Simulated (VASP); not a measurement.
Output of a VASP run:

### OSZICAR
```
       N       E                     dE             d eps       ncg     rms          rms(c)
DAV:   1     0.104997685163E+02    0.10500E+02   -0.40930E+03   792   0.829E+02
DAV:   2    -0.166886646058E+02   -0.27188E+02   -0.25681E+02  1008   0.142E+02
DAV:   3    -0.172171359424E+02   -0.52847E+00   -0.52847E+00   856   0.258E+01
DAV:   4    -0.172187968313E+02   -0.16609E-02   -0.16609E-02  1112   0.135E+00
DAV:   5    -0.172188003241E+02   -0.34927E-05   -0.34927E-05   864   0.483E-02    0.862E+00
DAV:   6    -0.148570870934E+02    0.23617E+01   -0.13521E+01   816   0.237E+01    0.292E+00
DAV:   7    -0.148475004617E+02    0.95866E-02   -0.10691E-01   800   0.339E+00    0.200E+00
DAV:   8    -0.148416093450E+02    0.58911E-02   -0.18432E-02   848   0.188E+00    0.407E-01
DAV:   9    -0.148413106364E+02    0.29871E-03   -0.80608E-04  1024   0.226E-01    0.206E-01
DAV:  10    -0.148414171175E+02   -0.10648E-03   -0.25515E-04   816   0.139E-01    0.311E-02
DAV:  11    -0.148414160447E+02    0.10728E-05   -0.55107E-06   976   0.189E-02    0.141E-02
DAV:  12    -0.148414162274E+02   -0.18265E-06   -0.10184E-06   792   0.981E-03    0.106E-03
DAV:  13    -0.148414162346E+02   -0.72283E-08   -0.10696E-08   512   0.109E-03
   1 F= -.15379900E+02 E0= -.15379900E+02  d E =-.520945E-16
```

**OUTCAR**
```
------------------------ aborting loop because EDIFF is reached ----------------------------------------
 Edisp (eV)   -0.53848
  FORCE on cell =-STRESS in cart. coord.  units (eV):
  Direction    XX          YY          ZZ          XY          YZ          ZX
  --------------------------------------------------------------------------------------
  Total       0.00100     0.00100     0.00100     0.00000    -0.00000     0.00000
  in kB       0.07682     0.07682     0.07682     0.00000    -0.00000     0.00000
  external pressure =        0.08 kB  Pullay stress =        0.00 kB
  volume of cell :       20.87
      direct lattice vectors                 reciprocal lattice vectors
     0.000000000  2.185181775  2.185181775    -0.228813916  0.228813916  0.228813916
     2.185181775  0.000000000  2.185181775     0.228813916 -0.228813916  0.228813916
     2.185181775  2.185181775  0.000000000     0.228813916  0.228813916 -0.228813916
  FREE ENERGIE OF THE ION-ELECTRON SYSTEM (eV)
  ---------------------------------------------------
  free  energy   TOTEN  =       -15.3798995905 eV

  energy  without entropy=      -15.3798995905  energy(sigma->0) =      -15.37989959
```
(Selected blocks of OUTCAR.)

POSCAR:
```
AlN
1
    0.0000000000     2.1851817746     2.1851817746
    2.1851817746     0.0000000000     2.1851817746
    2.1851817746     2.1851817746     0.0000000000
Al N
1 1
Direct
  0.0000000000   0.0000000000   0.0000000000
  0.2500000000   0.2500000000   0.2500000000
```

Reconstruct the remaining input files.

Several could match; the one computed here: the input of the run itself, PBE GGA with D3 dispersion (Becke-Johnson damping), plane waves, VASP's PBE PAW potentials (set 64).

INCAR:
```
SYSTEM=AlN
PREC=Accurate; ENCUT=520; LREAL=.FALSE.
LASPH=.TRUE.
EDIFF=1E-7; NELM=100; ALGO=Normal
ISMEAR=0; SIGMA=0.05
GGA=PE; IVDW=12
ISIF=2
LWAVE=.FALSE.; LCHARG=.FALSE.
```

File KPOINTS:
```
K-points
0
gamma
  10 10 10
```

POTCAR, in this order: Al N (PBE.64 set). Program: vasp_std.

The compound is AlN in the zinc blende structure, a metastable form; wurtzite is the usual one. It was relaxed first.
